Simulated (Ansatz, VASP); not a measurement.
# SnTe: VASP beside Ansatz

One calculation is typed for both programs; each brings its own data sets. How far apart do they land? The cell is taken from a series of runs on this material, whose earlier steps may have relaxed, scaled, displaced or heated it; both programs get it as it stands.

Method: plane waves, with VASP 6.6.1 beside it; zone-centre phonons at LDA, in Ansatz 0.2.0.

## Step 1: Set-up

Symmetry: Fm-3m, No. 225, cubic system. Conventional cell: a = 6.236 Å, b = 6.236 Å, c = 6.236 Å, α = 90.00°, β = 90.00°, γ = 90.00°. Sn has 6 Te at 3.12 Å nearest. Te has 6 Sn at 3.12 Å nearest. Farther neighbours and most contacts between anions are not listed.

## Step 2: VASP: zone-centre phonons, LDA

Second derivatives magnify differences that forces hide, and they need a tight electronic threshold.

Lines of VASP's logs that name or quote its potential files are left out, and so is its time.

The input, INCAR:

```
SYSTEM = SnTe
PREC = Accurate
ENCUT = 500
EDIFF = 1E-08
NELM = 120
ISMEAR = -1
SIGMA = 0.03
LREAL = .FALSE.
ALGO = Normal
GGA = CA
NELECT = 20.012123
NBANDS = 16
LORBIT = 11
LWAVE = .FALSE.
LCHARG = .FALSE.
ISIF = 2
IBRION = 8
LASPH = .TRUE.
GGA_COMPAT = .FALSE.
KPAR = 2
```

The input, POSCAR:

```
SnTe
1.0
    0.0000000000      3.1178452224      3.1178452224
    3.1178452224      0.0000000000      3.1178452224
    3.1178452224      3.1178452224      0.0000000000
Sn Te
1 1
Direct
    0.0000000000      0.0000000000      0.0000000000
    0.5000000000      0.5000000000      0.5000000000
```

The input, KPOINTS:

```
Automatic mesh
0
Gamma
24 24 24
0 0 0
```

The projector-augmented-wave data sets are Sn_d and Te (LDA family, release 64).

On the command line:

```console
> mpirun -np 2 vasp_std
```

Numbers of over 12 decimals in the logs are rounded to 6 here.

What it wrote:

```text
[banner, memory and clock lines left out]
running    2 mpi-ranks, on    1 nodes
 distrk:  each k-point on    1 cores,    2 groups
 distr:  one band on    1 cores,    1 groups

 POSCAR found type information on POSCAR SnTe
 POSCAR found :  2 types and       2 ions
 LDA part: xc-table for (Slater(with rela. corr.)+CA(PZ))
 , standard interpolation
 POSCAR, INCAR and KPOINTS ok, starting setup
 FFT: planning ... GRIDC
 FFT: planning ... GRID_SOFT
 FFT: planning ... GRID
 WAVECAR not read
 entering main loop
       N       E                     dE             d eps       ncg     rms          rms(c)
DAV:   1     0.123285641630E+03    0.12329E+03   -0.94591E+03 13328   0.142E+03
DAV:   2     0.170034871685E+01   -0.12159E+03   -0.11897E+03 14392   0.351E+02
DAV:   3    -0.851527122421E+01   -0.10216E+02   -0.10162E+02 16800   0.890E+01
DAV:   4    -0.879012301408E+01   -0.27485E+00   -0.27479E+00 16024   0.159E+01
DAV:   5    -0.880226871169E+01   -0.12146E-01   -0.12146E-01 19856   0.308E+00BRMIX: very serious problems
 the old and the new charge density differ
 old charge density:    20.00000 new   20.01212
BRMIX: very serious problems
 the old and the new charge density differ
 old charge density:    20.00000 new   20.01212
    0.500E+00
DAV:   6    -0.875045186862E+01    0.51817E-01   -0.10786E-01 19200   0.236E+00    0.314E+00
DAV:   7    -0.874586430498E+01    0.45876E-02   -0.39180E-02 17568   0.109E+00    0.684E-01
DAV:   8    -0.874493678130E+01    0.92752E-03   -0.63812E-03 16848   0.655E-01    0.143E-01
DAV:   9    -0.874496675526E+01   -0.29974E-04   -0.52262E-04 18688   0.209E-01    0.510E-02
DAV:  10    -0.874495087610E+01    0.15879E-04   -0.53136E-05 17272   0.649E-02    0.248E-02
DAV:  11    -0.874495063004E+01    0.24606E-06   -0.21594E-05 17744   0.376E-02    0.161E-02
DAV:  12    -0.874495031214E+01    0.31791E-06   -0.20054E-06 16688   0.111E-02    0.957E-03
DAV:  13    -0.874495028292E+01    0.29219E-07   -0.17318E-07 17272   0.262E-03    0.317E-03
DAV:  14    -0.874495026563E+01    0.17284E-07   -0.59872E-08 16736   0.316E-03    0.947E-04
DAV:  15    -0.874495026660E+01   -0.96998E-09   -0.87428E-09  9928   0.475E-04
   1 F= -.87449503E+01 E0= -.87447140E+01  d E =-.472564E-03
 Linear response reoptimize wavefunctions to high precision
DAV:   1    -0.874495026649E+01    0.11141E-09   -0.88032E-10 10608   0.212E-04
DAV:   2    -0.874495026650E+01   -0.90949E-11   -0.15167E-10  8816   0.101E-04
 Linear response DOF=           2
 Linear response progress:
  Degree of freedom:   1/  2
       N       E                     dE             d eps       ncg     rms          rms(c)
RMM:   1    -0.217615489748E+00   -0.21762E+00    0.34043E-01 40999   0.107E+01
RMM:   2    -0.223010366062E+00   -0.53949E-02   -0.12000E-02 60222   0.880E-01    0.845E-02
RMM:   3    -0.222863555917E+00    0.14681E-03   -0.93186E-04 66438   0.245E-01    0.446E-02
RMM:   4    -0.222601202947E+00    0.26235E-03   -0.85994E-05 66416   0.740E-02    0.817E-03
RMM:   5    -0.222600980307E+00    0.22264E-06   -0.76556E-06 68473   0.226E-02    0.386E-03
RMM:   6    -0.222607217684E+00   -0.62374E-05   -0.12752E-06 67651   0.786E-03    0.131E-03
RMM:   7    -0.222607076525E+00    0.14116E-06   -0.34736E-07 69603   0.310E-03    0.788E-04
RMM:   8    -0.222604897403E+00    0.21791E-05    0.16079E-07 67635   0.135E-03    0.196E-04
RMM:   9    -0.222604671576E+00    0.22583E-06    0.30637E-07 71249   0.627E-04    0.219E-04
RMM:  10    -0.222604510245E+00    0.16133E-06    0.53739E-07 71015   0.309E-04    0.199E-04
RMM:  11    -0.222604578726E+00   -0.68482E-07    0.45692E-07 73375   0.167E-04    0.390E-04
RMM:  12    -0.222604218170E+00    0.36056E-06    0.23524E-07 65894   0.106E-04    0.113E-04
RMM:  13    -0.222604070438E+00    0.14773E-06    0.11909E-07 70336   0.645E-05    0.800E-06
RMM:  14    -0.222604029417E+00    0.41021E-07    0.51818E-08 72396   0.391E-05    0.151E-05
RMM:  15    -0.222604003320E+00    0.26097E-07    0.29427E-08 67622   0.282E-05    0.111E-05
RMM:  16    -0.222604003867E+00   -0.54739E-09    0.11492E-08 62320   0.225E-05    0.327E-06
 first order change of Fermi-energy   0.13833E-03
 force on displaced ion       1 direction 1 :  -0.389   0.000   0.000
 Linear response progress:
  Degree of freedom:   2/  2
       N       E                     dE             d eps       ncg     rms          rms(c)
RMM:   1    -0.479576806669E-01   -0.47958E-01    0.63753E-02 73528   0.886E-01
RMM:   2    -0.483556825476E-01   -0.39800E-03   -0.20552E-03 64049   0.223E-01    0.681E-02
RMM:   3    -0.485003239796E-01   -0.14464E-03   -0.16906E-04 64994   0.656E-02    0.495E-02
RMM:   4    -0.487199376465E-01   -0.21961E-03   -0.25764E-05 64063   0.324E-02    0.613E-03
RMM:   5    -0.487292468443E-01   -0.93092E-05   -0.11420E-06 66237   0.790E-03    0.310E-03
RMM:   6    -0.487309339270E-01   -0.16871E-05   -0.99052E-08 64755   0.227E-03    0.783E-04
RMM:   7    -0.487290702095E-01    0.18637E-05   -0.27817E-09 66403   0.493E-04    0.119E-04
RMM:   8    -0.487292365973E-01   -0.16639E-06   -0.50349E-08 64093   0.159E-04    0.370E-05
RMM:   9    -0.487292635949E-01   -0.26998E-07    0.17594E-07 69389   0.579E-05    0.164E-05
RMM:  10    -0.487292858892E-01   -0.22294E-07    0.39282E-07 69716   0.210E-05    0.298E-06
RMM:  11    -0.487292658481E-01    0.20041E-07    0.33365E-08 66179   0.106E-05    0.818E-07
RMM:  12    -0.487292670141E-01   -0.11660E-08   -0.23413E-09 51994   0.803E-06    0.306E-07
 first order change of Fermi-energy  -0.82329E-04
 force on displaced ion       2 direction 1 :  -0.368   0.000   0.000
 Linear response finished
```

From OUTCAR (step 2):

```text
NELECT = 20.012123

 ion  position               nearest neighbor table
   1  0.000  0.000  0.000-   2 3.12   2 3.12   2 3.12   2 3.12   2 3.12   2 3.12
   2  0.500  0.500  0.500-   1 3.12   1 3.12   1 3.12   1 3.12   1 3.12   1 3.12

  LATTYP: Found a face centered cubic cell.
 ALAT       =     6.2356904448

 Subroutine GETGRP returns: Found 48 space group operations
 (whereof 48 operations were pure point group operations)

The static configuration has the point symmetry O_h .

 Found    413 irreducible k-points:

   k-points           NKPTS =    413   k-points in BZ     NKDIM =    413   number of bands    NBANDS=     16

   dimension x,y,z NGX =    32 NGY =   32 NGZ =   32
   dimension x,y,z NGXF=    64 NGYF=   64 NGZF=   64

   ENCUT  =  500.0 eV  36.75 Ry    6.06 a.u.   8.04  8.04  8.04*2*pi/ulx,y,z

 k-points in reciprocal lattice and weights: Automatic mesh
   0.00000000  0.00000000  0.00000000       0.000
   0.04166667  0.00000000  0.00000000       0.001
   0.08333333  0.00000000  0.00000000       0.001
   0.12500000  0.00000000  0.00000000       0.001
   0.16666667  0.00000000  0.00000000       0.001
   0.20833333  0.00000000  0.00000000       0.001
   0.25000000  0.00000000  0.00000000       0.001
   0.29166667  0.00000000  0.00000000       0.001
   0.33333333  0.00000000  0.00000000       0.001
[...]
-0.29166667  0.50000000  0.20833333       0.001
  -0.25000000  0.50000000  0.25000000       0.000

 average (electrostatic) potential at core
       1-100.0265       2 -88.3908

  Total        0.1791266      0.1791266      0.1791266      0.0000000     -0.0000000      0.0000000
  in kB        4.7345303      4.7345303      4.7345303      0.0000000     -0.0000000      0.0000000
  external PRESSURE =       4.7345303 kB  Pullay stress =       0.0000000 kB

  energy-cutoff  :      500.00
  volume of cell :       60.62
      direct lattice vectors                 reciprocal lattice vectors
     0.000000000  3.117845222  3.117845222    -0.160367165  0.160367165  0.160367165
     3.117845222  0.000000000  3.117845222     0.160367165 -0.160367165  0.160367165
     3.117845222  3.117845222  0.000000000     0.160367165  0.160367165 -0.160367165

 POSITION                                       TOTAL-FORCE (eV/Angst)
 -----------------------------------------------------------------------------------
      0.00000      0.00000      0.00000        -0.000000     -0.000000      0.000000
      3.11785      3.11785      3.11785         0.000000      0.000000     -0.000000
 -----------------------------------------------------------------------------------
    total drift:                                0.000000     -0.000000     -0.000000

 Eigenvectors and eigenvalues of the dynamical matrix
 ----------------------------------------------------

   1 f  =    1.226585 THz     7.706861 2PiTHz   40.914475 cm-1     5.072746 meV
             X         Y         Z           dx          dy          dz
      0.000000  0.000000  0.000000     0.000000    0.729307    0.000000
      3.117845  3.117845  3.117845     0.000000   -0.684187    0.000000

   2 f  =    1.226585 THz     7.706861 2PiTHz   40.914475 cm-1     5.072746 meV
             X         Y         Z           dx          dy          dz
      0.000000  0.000000  0.000000     0.729307    0.000000    0.000000
      3.117845  3.117845  3.117845    -0.684187    0.000000    0.000000

   3 f  =    1.226585 THz     7.706861 2PiTHz   40.914475 cm-1     5.072746 meV
             X         Y         Z           dx          dy          dz
      0.000000  0.000000  0.000000     0.000000    0.000000    0.729307
      3.117845  3.117845  3.117845     0.000000    0.000000   -0.684187

   4 f/i=    0.017001 THz     0.106821 2PiTHz    0.567095 cm-1     0.070311 meV
             X         Y         Z           dx          dy          dz
      0.000000  0.000000  0.000000    -0.684187    0.000000    0.000000
      3.117845  3.117845  3.117845    -0.729307    0.000000    0.000000

   5 f/i=    0.017001 THz     0.106821 2PiTHz    0.567095 cm-1     0.070311 meV
             X         Y         Z           dx          dy          dz
      0.000000  0.000000  0.000000     0.000000   -0.684187    0.000000
      3.117845  3.117845  3.117845     0.000000   -0.729307    0.000000

   6 f/i=    0.017001 THz     0.106821 2PiTHz    0.567095 cm-1     0.070311 meV
             X         Y         Z           dx          dy          dz
      0.000000  0.000000  0.000000     0.000000    0.000000   -0.684187
      3.117845  3.117845  3.117845     0.000000    0.000000   -0.729307

 ELASTIC MODULI CONTR FROM IONIC RELAXATION (kBar)
 Direction    XX          YY          ZZ          XY          YZ          ZX
 --------------------------------------------------------------------------------
 XX           0.0000      0.0000      0.0000      0.0000      0.0000      0.0000
 YY           0.0000      0.0000      0.0000      0.0000      0.0000      0.0000
 ZZ           0.0000      0.0000      0.0000      0.0000      0.0000      0.0000
 XY           0.0000      0.0000      0.0000      0.0000      0.0000      0.0000
 YZ           0.0000      0.0000      0.0000      0.0000      0.0000      0.0000
 ZX           0.0000      0.0000      0.0000      0.0000      0.0000      0.0000
 --------------------------------------------------------------------------------
```

The cell is charged against a uniform background.

## Step 3: Ansatz: zone-centre phonons, LDA

Ansatz runs on its PAW soft_1 files.

The same cell, functional (in two slightly different forms), mesh and smearing now go to Ansatz, which takes its cutoff from its data sets.

The input, input.yaml:

```yaml
crystal:
  lattice:
    - [0.0, 3.1178452224, 3.1178452224]
    - [3.1178452224, 0.0, 3.1178452224]
    - [3.1178452224, 3.1178452224, 0.0]
  atoms:
    - { symbol: Sn, position: [0.0, 0.0, 0.0] }
    - { symbol: Te, position: [0.5, 0.5, 0.5] }
total_charge: -0.012123
kpoints:
  mp_grid: { grid: [24, 24, 24] }
hamiltonian:
  xc: lda
  pseudopotentials: { kind: paw, azcp: { folder: soft_1 }, xc_functional: pbe }
scf:
  occupations: { method: fermi_dirac, width: 0.03 }
output:
  eigenvalues: true
phonons:
  method: dfpt
```

On the command line:

```console
> ansatz run input.yaml --threads 8 --pin off --max-ram 16384MiB --backend cpu --events-out ev --progress --plain --runs-dir out
```

What it wrote:

```text
Engine: ansatz 0.2.0, x86_64-unknown-linux-gnu
Pseudopotentials: kind: paw
Pseudopotential: Sn, paw, valence charge 14, recommended cutoff 420 eV (normal), soft_1/Sn.paw.azcp
Pseudopotential: Te, paw, valence charge 16, recommended cutoff 420 eV (normal), soft_1/Te.paw.azcp
Functional definition: SPW92
  exchange = slater_x
  correlation = pw_c
Crystal: 2 atoms, lattice volume = 60.617 Å³
Basis set: ecut = 420 eV, 1243 PW (Γ), exchange–correlation on 60×60×60 points (8 copies of the dense FFT grid, shifted against one another)
Bands: 20, of which v1, the nominal top of the filled ones, is band 15 counted from 1 (14 counted from 0)
Symmetry: 48 space group operations
k-points: 1063 of 13824 (irreducible under 8 space group operations, time reversal used)
Non-local potential: Sn, projectors of the file, l = 0: 2, l = 1: 2, l = 2: 2, l = 3: 1
Non-local potential: Te, projectors of the file, l = 0: 2, l = 1: 2, l = 2: 2, l = 3: 1
PAW form: soft (Blöchl's): semilocal exchange-correlation on the pseudo side does not see the compensation charge
PAW frozen core: Sn, regenerated for the run's functional, and the local potential with it (the file was generated under x = pbe(κ = 0.804, μ = 0.219515), c = pbe(β = 0.066725))
PAW frozen core: Te, regenerated for the run's functional, and the local potential with it (the file was generated under x = pbe(κ = 0.804, μ = 0.219515), c = pbe(β = 0.066725))
PAW one-centre angular grid: Sn, 590 points (default); XC on 64 Gauss nodes
PAW one-centre angular grid: Te, 590 points (default); XC on 64 Gauss nodes
Initial density: superposition of atomic densities (chi_scale 0.1, normalization cell, long waves kept (reshape's long-wave potential 0.00 eV rms))
Initial wavefunctions: pseudopotential atomic-orbital guess
Functional: x = slater, c = lda
SCF iter   1: F=—  HF=-12707.304541 eV  |F-HF|=—  |Δ(HF+E_count)|=         —  Δρ=1.09e-2  dr2=7.29e-2  ethr=3.10e-3  ⟨swp⟩=8.2  Hψ=131769  notcnv=0
preconditioner: auto → Kerker (q_TF=auto, 2.427 Å⁻¹)  [metal: Δε(μ)=0.038 eV  Ē_g=9.664 eV  σ=0.030 eV  W_gap=0.30  n_scr=14 (ndim 8)  ℏωp=15.1 eV  f_vac=0.000  D(μ)=0.14/eV (n_scr^D=0)]
SCF iter   2: F=—  HF=-12707.294765 eV  |F-HF|=—  |Δ(HF+E_count)|=   9.78e-3  Δρ=7.00e-3  dr2=3.35e-2  ethr=2.43e-4  ⟨swp⟩=2.4  Hψ=35167  notcnv=0  defer=631
SCF iter   3: F=—  HF=-12707.289911 eV  |F-HF|=—  |Δ(HF+E_count)|=   4.85e-3  Δρ=1.49e-3  dr2=2.06e-3  ethr=1.11e-4  ⟨swp⟩=2.5  Hψ=32276  notcnv=0  defer=663
SCF iter   4: F=—  HF=-12707.289912 eV  |F-HF|=—  |Δ(HF+E_count)|=   6.38e-7  Δρ=4.01e-4  dr2=1.58e-4  ethr=6.88e-6  ⟨swp⟩=1.8  Hψ=23343  notcnv=0  defer=663
SCF iter   5: F=—  HF=-12707.289940 eV  |F-HF|=—  |Δ(HF+E_count)|=   2.76e-5  Δρ=9.68e-5  dr2=9.90e-6  ethr=5.26e-7  ⟨swp⟩=2.0  Hψ=25562  notcnv=0  defer=663
SCF iter   6: F=—  HF=-12707.289942 eV  |F-HF|=—  |Δ(HF+E_count)|=   2.37e-6  Δρ=2.12e-5  dr2=2.71e-7  ethr=3.30e-8  ⟨swp⟩=2.8  Hψ=36518  notcnv=0  defer=663
SCF iter   7: F=—  HF=-12707.289942 eV  |F-HF|=—  |Δ(HF+E_count)|=   2.52e-7  Δρ=7.97e-6  dr2=3.92e-8  ethr=9.03e-10  ⟨swp⟩=2.0  Hψ=36743  notcnv=0  defer=663
SCF iter   8: F=—  HF=-12707.289942 eV  |F-HF|=—  |Δ(HF+E_count)|=   2.12e-8  Δρ=1.55e-6  dr2=1.70e-9  ethr=1.31e-10  ⟨swp⟩=2.0  Hψ=36574  notcnv=0  defer=663
SCF iter   9: F=—  HF=-12707.289942 eV  |F-HF|=—  |Δ(HF+E_count)|=  5.38e-10  Δρ=3.34e-7  dr2=6.23e-11  ethr=5.66e-12  ⟨swp⟩=2.0  Hψ=36653  notcnv=0  defer=663
SCF iter  10: F=-12707.289942 eV  HF=-12707.289942 eV  |F-HF|=0.00e0  |Δ(HF+E_count)|=  1.46e-11  Δρ=6.16e-8  dr2=2.95e-12  ethr=1.00e-12  ⟨swp⟩=10.1  Hψ=121901  notcnv=0
SCF 1 converged in 10 iterations: F = -12707.289942 eV  dr2 = 2.95e-12
  greatest PAW one-centre occupation: 0.999 electrons in one spin orbital (limit 2), on the Te atom at site 1 (counted from 0), in its partial waves of l = 2
DFPT response loops at Γ: preconditioner auto → Kerker (q_TF=auto, 2.427 Å⁻¹) (partly filled bands, converged f_vac=0.004); β = 1.00, the filter's whole step (`scf.mixing.beta` (0.50) is not read by the response loops under this deck's `scf.mixing.preconditioner`; to damp them name `kerker` or `kerker_dos`, under which they read `scf.mixing.beta`, and type it under 1.00, their step now; both keys bind the ground state too); Broyden in place of MSR1
SCF converged after 10 iterations
Free energy (F): -12707.289942 eV
Harris-Foulkes:  -12707.289942 eV  (|F-HF|=0.00e0)
Internal energy: -12707.289484 eV  (E = F + TS)
E sigma→0 (E₀):  -12707.289713 eV
Entropy (-TS):   -0.000458 eV (-0.229 meV/atom)
Fermi energy:    9.980748 eV
--- Per-component energies (eV) ---
  E_band       = -348.227262
  E_kinetic    = 342.045390
  E_local      = -2644.231208  (includes V_loc(G=0)·N_el)
  E_nonlocal   = 221.449218
  E_hartree    = 1319.665053
  E_xc         = -247.784897
  E_vxc        = -184.558267  (∫ρ·V_xc dr)
  E_paw        = -8743.077842  (= ΣΔE_a)
  E_vpaw       = -722.262830  (= ΣTr[D̂ρ^β])
  E_aug_tail   = 0.000349  (compensation charges beyond the density's cutoff)
  E_ewald      = -2956.459081
  E_core_change = 1.103533  (= ΣΔE_core)
  E_smearing   = -0.000458  (= −TS)
  E_closure    = -0.000000  (closes the sum)
  E_deformation_potential = -0.179879  (in the stress; not in F)
  Σ components = -12707.289942   (vs F -12707.289942, Δ=0.00e0)
--- Band table (eV; the first three rows and the last of 1063) ---
  k-point 0: bands = [... 11 lower, 5.1290, 7.6475, 7.6475, 7.6475, 13.2076, 13.2076, 13.2076, 14.6281, ... 1 higher]
  k-point 1: bands = [... 11 lower, 5.0262, 7.6501, 7.6501, 7.7252, 13.1118, 13.1118, 13.1156, 14.5998, ... 1 higher]
  k-point 2: bands = [... 11 lower, 4.7535, 7.6579, 7.6579, 7.9224, 12.8601, 12.8601, 12.8732, 14.5474, ... 1 higher]
  k-point 1062: bands = [... 11 lower, 2.2947, 4.8459, 4.8459, 9.0339, 10.6547, 14.4847, 14.4847, 15.9996, ... 1 higher]
--- Phonons (Γ-DFPT): 2 representative perturbations + reference, on 1063 of 13824 k-points (Σ response iterations 6) ---
  k mesh reduced under 8 symmetry operations, with k and −k counted as one. Each operation leaves every solved perturbation unchanged. A smaller set is not used because it would not reduce the number of displacements times k-points to solve
  ASR residual: 2.555e-5 → 0.000e0 eV/Å²; symmetrization residual: 5.404e-7 eV/Å²
  ASR residual per site (eV/Å²): 2.55e-5 2.35e-5
  Γ frequencies (cm⁻¹): 0.00 0.00 0.00 36.33 36.33 36.33
  non-analytic LO–TO correction: not included (Born effective charges unavailable; polar crystals: no LO–TO splitting at Γ)
```

## Step 4: Comparison

Known differences besides the potentials themselves: the two LDA forms differ slightly; the cutoff is 420 eV in Ansatz and 500 eV in VASP; VASP's log shows a relativistic correction to its local exchange, Ansatz's none. Total energies have different zeros and are not compared.

The two programs side by side:

```tsv
quantity	Ansatz	VASP	difference
optical mode 1 to 3 (cm⁻¹)	36.3	40.9	-4.6
```

Modes are paired by rising frequency, not by their patterns, so a pair may set unlike modes beside each other; they are those without the splitting of longitudinal modes. The cell carries a charge of -0.012123 e against a uniform background, so its pressure also hangs on how the neutralising background is counted, and in a defect's cell a gap may be the spacing between its levels.

## Step 5: Summary of results

| Item | Value |
| --- | --- |
| r.m.s. difference of the optical zone-centre modes, each program's sorted by frequency (zone-centre phonons, LDA) | 4.6 cm⁻¹ |

In words: The r.m.s. difference of the optical zone-centre modes, each program's sorted by frequency is 4.6 cm⁻¹ (zone-centre phonons, LDA). The data sets hold unlike numbers of valence electrons (30.0121 in Ansatz and 20.0121 in VASP), so part of the differences comes from the potentials. How closely two codes agree says nothing of how well the functional describes the real material.

[Lines on the potential files, build, host, timing and source positions are cut from VASP's logs without a mark.]

[Logs are printed without paths, hosts, clocks, repeated set-up lines and the standing remarks that a program may print on its own settings, such as how far it seeks lower states.]

[Hosts, paths, dates, database ids (printed as entryN), source tags and the programs' standing remarks are cut or masked in the printed files.]
